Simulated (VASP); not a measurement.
Consider the following.

```xyz
4
Lattice="2.2566 -3.8830 0.0000 2.2566 3.8830 0.0000 0.0000 0.0000 4.6356" Properties=species:S:1:pos:R:3 pbc="T T T"
Ga     2.2566     2.6741     4.2565
Ga     2.2566     1.2089     1.9387
Ga     2.2566    -1.2089     2.6969
Ga     2.2566    -2.6741     0.3791
```

The numbers are results of PBE GGA, VASP's PBE PAW potentials (set 64) (plane waves; VASP 6.6.1), not measurements. Settings: 520 eV cut-off, 9×9×8 Γ-centred mesh, tetrahedra with Blöchl corrections, potentials Ga_d.

The cores are frozen, which limits the accuracy of field gradients.

Question: Give the principal components of the electric field gradient (V/Å²) and the asymmetry η at each nucleus.

Answer: 
```tsv
atom	Vxx	Vyy	Vzz	η
Ga1	19.1	17.2	-36.3	0.05
Ga2	19.1	17.2	-36.3	0.05
Ga3	19.1	17.2	-36.3	0.05
Ga4	19.1	17.2	-36.3	0.05
```

The compound is Ga in the alpha structure. It was relaxed first.
